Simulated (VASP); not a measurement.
Here is the system:

```yaml
crystal:
  lattice:
    - [4.38325, 0.00000, 0.00000]
    - [0.00000, 4.38325, 0.00000]
    - [0.00000, 0.00000, 4.38325]
  atoms:
    - { symbol: Cs, position: [0.00000, 0.00000, 0.00000] }
    - { symbol: Br, position: [0.50000, 0.50000, 0.50000] }
```

Computed with TPSS meta-GGA, VASP's PBE PAW potentials (set 64) (plane waves; VASP). Settings: 520 eV cut-off, 6×6×6 Γ-centred mesh, Gaussian smearing of 0.050 eV, potentials Cs_sv Br.

Unless said otherwise, spin-orbit coupling is left out, though it shifts the bands of the heavy elements here.

Problem. Predict the energy per atom (σ→0), band gap (on the k-mesh) with the smallest direct gap where there is one.

Solution. 
| Quantity | Result |
|---|---|
| band gap (on the k-mesh) | 4.62 eV |
| smallest direct gap (on the k-mesh) | 4.64 eV |
| energy per atom (σ→0) | -11.172 eV/atom |

The absolute energy has meaning only against runs of the same code, potentials and settings.

The compound is CsBr in the CsCl type structure. It was relaxed first, which changed the volume by +7 %.
